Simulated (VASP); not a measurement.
All values below come from r2SCAN meta-GGA, VASP's PBE PAW potentials (set 64) (plane waves; VASP 6.6.1).

A VASP calculation is set up with these files.

POSCAR:
```
SiO2
1
    3.9772796548     2.2962830693     2.6177242562
   -3.9772796548     2.2962830693     2.6177242562
    0.0000000000    -4.5925671394     2.6177242565
Si O
3 6
Direct
  0.7156359621   0.2843640379   0.5000000000
  0.5000000000   0.7156359621   0.2843640379
  0.2843640379   0.5000000000   0.7156359621
  0.3094391582   0.6905608418   0.5000000000
  0.5000000000   0.3094391582   0.6905608418
  0.6905608418   0.5000000000   0.3094391582
  0.0000000000   0.3335412649   0.6664587351
  0.6664587351   1.0000000000   0.3335412649
  0.3335412649   0.6664587351   0.0000000000
```

**INCAR**
```
! general
SYSTEM  = SiO2
PREC    = Accurate
ENCUT   = 520
LREAL   = .False.
LASPH   = .True.
NBANDS  = 87

! electronic loop
EDIFF   = 1E-7
NELM    = 100
ALGO    = Normal
LMIXTAU = .True.

! smearing
ISMEAR  = 0
SIGMA   = 0.01

! functional
METAGGA = R2SCAN

! output
LWAVE   = .False.
LCHARG  = .False.
NEDOS   = 1001

! other
LOPTICS = .True.
LPEAD   = .True.
CSHIFT  = 0.1
```

### KPOINTS
```
Automatic mesh
0
Gamma
6 6 6
0 0 0
```

POTCAR, in this order: Si O (PBE.64 set). Program: vasp_std.

Output of the run:

**OSZICAR**
```
       N       E                     dE             d eps       ncg     rms          rms(c)
DAV:   1     0.186937513747E+03    0.18694E+03   -0.20657E+04  5576   0.505E+02
DAV:   2    -0.101946359430E+03   -0.28888E+03   -0.27691E+03  6717   0.161E+02
DAV:   3    -0.113061677265E+03   -0.11115E+02   -0.10992E+02  6648   0.267E+01
DAV:   4    -0.113143414033E+03   -0.81737E-01   -0.81724E-01  6592   0.240E+00
DAV:   5    -0.113144132895E+03   -0.71886E-03   -0.71885E-03  6515   0.208E-01    0.259E+01
DAV:   6    -0.943428095168E+02    0.18801E+02   -0.64862E+00  6158   0.909E+00    0.148E+01
DAV:   7    -0.868844720052E+02    0.74583E+01   -0.28933E+00  6568   0.503E+00    0.490E+00
DAV:   8    -0.946472110048E+02   -0.77627E+01   -0.10383E+00  6093   0.348E+00    0.308E+00
DAV:   9    -0.883066147355E+02    0.63406E+01   -0.63315E-01  5842   0.285E+00    0.135E+00
DAV:  10    -0.888476454120E+02   -0.54103E+00   -0.25695E-01  5778   0.164E+00    0.732E-01
DAV:  11    -0.888316776812E+02    0.15968E-01   -0.19097E-02  6025   0.447E-01    0.527E-01
DAV:  12    -0.890501064569E+02   -0.21843E+00   -0.61688E-02  5800   0.855E-01    0.388E-01
DAV:  13    -0.890536119621E+02   -0.35055E-02   -0.13132E-02  5666   0.432E-01    0.224E-01
DAV:  14    -0.890494373925E+02    0.41746E-02   -0.47154E-03  5729   0.253E-01    0.110E-01
DAV:  15    -0.890616293539E+02   -0.12192E-01   -0.18779E-03  6114   0.165E-01    0.816E-02
DAV:  16    -0.890621378744E+02   -0.50852E-03   -0.23876E-03  5694   0.173E-01    0.225E-02
DAV:  17    -0.890667926550E+02   -0.46548E-02   -0.11859E-03  5645   0.139E-01    0.188E-02
DAV:  18    -0.890668828223E+02   -0.90167E-04   -0.17169E-05  6560   0.142E-02    0.145E-02
DAV:  19    -0.890669387427E+02   -0.55920E-04   -0.11363E-05  5946   0.110E-02    0.125E-02
DAV:  20    -0.890669837135E+02   -0.44971E-04   -0.14444E-05  5933   0.136E-02    0.937E-03
DAV:  21    -0.890670093126E+02   -0.25599E-04   -0.10506E-05  5890   0.119E-02    0.619E-03
DAV:  22    -0.890670112611E+02   -0.19485E-05   -0.15039E-06  6392   0.412E-03    0.180E-03
DAV:  23    -0.890670120869E+02   -0.82580E-06   -0.38235E-07  6323   0.222E-03    0.169E-03
DAV:  24    -0.890670123560E+02   -0.26907E-06   -0.16056E-07  5960   0.154E-03    0.750E-04
DAV:  25    -0.890670124157E+02   -0.59760E-07   -0.36407E-08  5256   0.662E-04
   1 F= -.89067012E+02 E0= -.89067012E+02  d E =-.167689E-18
 imaginary and real dielectric function
```

OUTCAR:
```
------------------------ aborting loop because EDIFF is reached ----------------------------------------
  FORCE on cell =-STRESS in cart. coord.  units (eV):
  Direction    XX          YY          ZZ          XY          YZ          ZX
  --------------------------------------------------------------------------------------
  Total       -0.0405833     -0.0405833      0.1250616      0.0000000     -0.0000000      0.0000000
  in kB       -0.4532851     -0.4532851      1.3968433      0.0000000     -0.0000002      0.0000000
  external PRESSURE =       0.1634244 kB  Pullay stress =       0.0000000 kB
  volume of cell :      143.45
      direct lattice vectors                 reciprocal lattice vectors
     3.977279655  2.296283069  2.617724256     0.125714067  0.072581053  0.127337078
    -3.977279655  2.296283069  2.617724256    -0.125714067  0.072581053  0.127337078
     0.000000000 -4.592567139  2.617724256     0.000000000 -0.145162105  0.127337050
 POSITION                                       TOTAL-FORCE (eV/Angst)
 -----------------------------------------------------------------------------------
      1.71529     -0.00000      3.92659        -0.007244      0.000000     -0.000000
     -0.85764      1.48548      3.92659         0.003622     -0.006274      0.000000
     -0.85764     -1.48548      3.92659         0.003622      0.006274     -0.000000
     -1.51583     -0.00000      3.92659         0.018611      0.000000     -0.000000
      0.75791     -1.31275      3.92659        -0.009305      0.016117     -0.000000
      0.75791      1.31274      3.92659        -0.009305     -0.016117      0.000000
     -1.32659     -2.29485      2.61772        -0.009189      0.015916     -0.000000
      2.65069     -0.00143      2.61772        -0.009189     -0.015916      0.000000
     -1.32411      2.29628      2.61772         0.018378      0.000000      0.000000
 -----------------------------------------------------------------------------------
    total drift:                               -0.000013      0.000000     -0.000000
  FREE ENERGIE OF THE ION-ELECTRON SYSTEM (eV)
  ---------------------------------------------------
  free  energy   TOTEN  =       -89.0670124157 eV

  energy  without entropy=      -89.0670124157  energy(sigma->0) =      -89.06701242

 plasma frequency squared (from intraband transitions) (eV^2)
  --------------------------------------------------------------------------------------
       0.000       0.000       0.000
       0.000       0.000       0.000
       0.000       0.000       0.000

 plasma frequency squared (from interband transitions, int dw w eps(2)(w)) (eV^2)
  --------------------------------------------------------------------------------------
     299.620       0.000      -0.000       0.000      -0.000      -0.000
      -0.000       0.000     299.620       0.000      -0.000       0.000
       0.000       0.000      -0.000      -0.000     299.991       0.000
```
(Selected blocks of OUTCAR.)

The structure comes from a computed database's SiO2 entry (R32); how it stands against other phases isn't given here. It was relaxed first.
